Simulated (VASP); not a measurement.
Method: PBEsol GGA, VASP's PBE PAW potentials (set 64) (plane waves; VASP).

VASP ran on this input.

**KPOINTS**
```
Automatic mesh
0
Gamma
9 9 9
0 0 0
```

**INCAR**
```
! general
SYSTEM  =KF
PREC    =Accurate
ENCUT   =520
LREAL   =.False.   ! projection in real space or not
LASPH   =.True.   ! aspherical one-centre terms

! electronic loop
EDIFF   =1E-8   ! SCF stop (eV)
NELM    =100
ALGO    =Normal

! smearing
ISMEAR  =0   ! Gaussian
SIGMA   =0.01

! functional
GGA     =PS   ! PBEsol

! ions
IBRION  =8   ! DFPT with symmetry
NSW     =1

! output
LWAVE   =.False.
LCHARG  =.False.

! other
LEPSILON=.True.
```

**POSCAR**
```
KF
1
    0.0000000000     2.6557847636     2.6557847636
    2.6557847636     0.0000000000     2.6557847636
    2.6557847636     2.6557847636     0.0000000000
K F
1 1
Direct
  0.0000000000   0.0000000000   0.0000000000
  0.5000000000   0.5000000000   0.5000000000
```

POTCAR, in this order: K_sv F (PBE.64 set). Program: vasp_std.

Output

### OUTCAR
```
 ion  position               nearest neighbor table
   1  0.000  0.000  0.000-   2 2.66   2 2.66   2 2.66   2 2.66   2 2.66   2 2.66
   2  0.500  0.500  0.500-   1 2.66   1 2.66   1 2.66   1 2.66   1 2.66   1 2.66
  LATTYP: Found a face centered cubic cell.
 ALAT       =     5.3115695272
 Subroutine PRICEL returns:
 Original cell was already a primitive cell.
 Subroutine GETGRP returns: Found 48 space group operations
The static configuration has the point symmetry O_h .
The dynamic configuration has the point symmetry O_h .
 Subroutine INISYM returns: Found 48 space group operations
 Subroutine IBZKPT returns following result:
 Found     35 irreducible k-points:

 Following reciprocal coordinates:
            Coordinates               Weight
  0.000000  0.000000  0.000000      1.000000
  0.111111  0.000000  0.000000      8.000000
  0.222222  0.000000  0.000000      8.000000
  0.333333  0.000000  0.000000      8.000000
  0.444444  0.000000  0.000000      8.000000
  0.111111  0.111111  0.000000      6.000000
  0.222222  0.111111  0.000000     24.000000
  0.333333  0.111111  0.000000     24.000000
  0.444444  0.111111  0.000000     24.000000
 -0.444444  0.111111  0.000000     24.000000
 -0.333333  0.111111  0.000000     24.000000
 -0.222222  0.111111  0.000000     24.000000
 -0.111111  0.111111  0.000000     12.000000
  0.222222  0.222222  0.000000      6.000000
  0.333333  0.222222  0.000000     24.000000
  0.444444  0.222222  0.000000     24.000000
 -0.444444  0.222222  0.000000     24.000000
 -0.333333  0.222222  0.000000     24.000000
 -0.222222  0.222222  0.000000     12.000000
  0.333333  0.333333  0.000000      6.000000
  0.444444  0.333333  0.000000     24.000000
 -0.444444  0.333333  0.000000     24.000000
 -0.333333  0.333333  0.000000     12.000000
  0.444444  0.444444  0.000000      6.000000
 -0.444444  0.444444  0.000000     12.000000
  0.333333  0.222222  0.111111     24.000000
  0.444444  0.222222  0.111111     48.000000
 -0.444444  0.222222  0.111111     48.000000
  0.444444  0.333333  0.111111     24.000000
 -0.444444  0.333333  0.111111     48.000000
 -0.333333  0.333333  0.111111     48.000000
 -0.222222  0.333333  0.111111     24.000000
 -0.444444  0.444444  0.111111     24.000000
 -0.333333  0.444444  0.111111     24.000000
 -0.333333  0.444444  0.222222     24.000000
 Subroutine IBZKPT_HF returns following result:
   k-points           NKPTS =     35   k-points in BZ     NKDIM =     35   number of bands    NBANDS=     12
   number of dos      NEDOS =    301   number of ions     NIONS =      2
   total plane-waves  NPLWV =  21952
   dimension x,y,z NGX =    28 NGY =   28 NGZ =   28
   dimension x,y,z NGXF=    56 NGYF=   56 NGZF=   56
   ions per type =               1   1
   PREC   = accura    normal or accurate (medium, high low for compatibility)
   ISTART =      0    job   : 0-new  1-cont  2-samecut
   ICHARG =      2    charge: 1-file 2-atom 10-const
   ISPIN  =      1    spin polarized calculation?
   LNONCOLLINEAR =      F non collinear calculations
   LSORBIT =      F    spin-orbit coupling
   INIWAV =      1    electr: 0-lowe 1-rand  2-diag
   ENCUT  =  520.0 eV  38.22 Ry    6.18 a.u.   6.98  6.98  6.98*2*pi/ulx,y,z
   NELM   =    100;   NELMIN=  2; NELMDL= -5     # of ELM steps
   EDIFF  = 0.1E-07   stopping-criterion for ELM
   LREAL  =      F    real-space projection
   NLSPLINE    = F    spline interpolate recip. space projectors
   LMAXMIX     =    2 max onsite mixed and CHGCAR
   VOSKOWN=      0    Vosko Wilk Nusair interpolation
   EDIFFG = 0.1E-06   stopping-criterion for IOM
   NSW    =      1    number of steps for IOM
   NBLOCK =      1;   KBLOCK =      1    inner block; outer block
...
```

**OUTCAR**
```


 HEAD OF MICROSCOPIC STATIC DIELECTRIC TENSOR (INDEPENDENT PARTICLE, excluding Hartree and local field effects)
 ------------------------------------------------------
           2.140397     0.000000     0.000000
           0.000000     2.140397     0.000000
          -0.000000    -0.000000     2.140397
 ------------------------------------------------------

 MACROSCOPIC STATIC DIELECTRIC TENSOR (including local field effects in DFT)
 ------------------------------------------------------
           2.018330    -0.000000     0.000000
          -0.000000     2.018330    -0.000000
          -0.000000    -0.000000     2.018330
 ------------------------------------------------------

 PIEZOELECTRIC TENSOR (including local field effects)  for field in x, y, z        (e  Angst)
          XX          YY          ZZ          XY          YZ          ZX
  --------------------------------------------------------------------------------
  x     0.00000     0.00000     0.00000     0.00000     0.00000     0.00000
  y     0.00000     0.00000     0.00000     0.00000     0.00000     0.00000
  z     0.00000     0.00000     0.00000     0.00000     0.00000     0.00000

 PIEZOELECTRIC TENSOR (including local field effects)  for field in x, y, z        (C/m^2)
          XX          YY          ZZ          XY          YZ          ZX
  --------------------------------------------------------------------------------
  x     0.00000     0.00000     0.00000     0.00000     0.00000     0.00000
  y     0.00000     0.00000     0.00000     0.00000     0.00000     0.00000
  z     0.00000     0.00000     0.00000     0.00000     0.00000     0.00000

 BORN EFFECTIVE CHARGES (including local field effects) (in |e|, cummulative output)
 ---------------------------------------------------------------------------------
 ion    1
    1     1.14144    -0.00000    -0.00000
    2    -0.00000     1.14144    -0.00000
    3    -0.00000     0.00000     1.14144
 ion    2
    1    -1.14144     0.00000     0.00000
    2     0.00000    -1.14144     0.00000
    3     0.00000    -0.00000    -1.14144
```
(Selected blocks of OUTCAR.)

The compound is KF in the rock salt structure. It was relaxed first.
